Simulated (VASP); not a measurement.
PbS (rock salt): the lattice constant a from VASP (plane waves, PAW) at several levels of theory. Static lattice. The measured value holds thermal and zero-point effects that the static calculation lacks.

```json
[
 {"level": "LDA", "lattice constant a (Å)": "5.848", "error against measurement": "-1.1 %"},
 {"level": "PBE", "lattice constant a (Å)": "6.009", "error against measurement": "+1.6 %"},
 {"level": "PBEsol", "lattice constant a (Å)": "5.904", "error against measurement": "-0.2 %"},
 {"level": "optB88-vdW", "lattice constant a (Å)": "5.993", "error against measurement": "+1.3 %"},
 {"level": "rev-vdW-DF2", "lattice constant a (Å)": "5.964", "error against measurement": "+0.8 %"},
 {"level": "revTPSS", "lattice constant a (Å)": "5.970", "error against measurement": "+0.9 %"},
 {"level": "SCAN", "lattice constant a (Å)": "5.955", "error against measurement": "+0.7 %"},
 {"level": "r2SCAN", "lattice constant a (Å)": "5.976", "error against measurement": "+1.0 %"},
 {"level": "r2SCAN+rVV10", "lattice constant a (Å)": "5.947", "error against measurement": "+0.6 %"}
]
```

Measured: 5.914 Å at 120 K (as given by Noda, Masumoto, Ohba, Saito, Toriumi, Iwata, Shibuya, Acta Cryst. C 43, 1443 (1987), by a structure database's card).

The cell of the LDA run:

```cif
data_PbS
_chemical_formula_sum 'Pb1 S1'
_space_group_name_H-M_alt 'P 1'
_space_group_IT_number 1
_cell_length_a 4.13527
_cell_length_b 4.13527
_cell_length_c 4.13527
_cell_angle_alpha 60.000
_cell_angle_beta 60.000
_cell_angle_gamma 60.000
loop_
_space_group_symop_operation_xyz
  'x, y, z'
loop_
_atom_site_label
_atom_site_type_symbol
_atom_site_fract_x
_atom_site_fract_y
_atom_site_fract_z
_atom_site_occupancy
Pb1 Pb 0.00000 0.00000 0.00000 1
S1 S 0.50000 0.50000 0.50000 1
```

Only levels that ran to the end are used. Left out are those held back, those with too coarse a band path, GW runs whose mesh misses a band edge, hybrids' fits of cells that aren't cubic and levels without matching references; a question may draw on a part of the rest.

The compound is PbS in the rock salt structure.
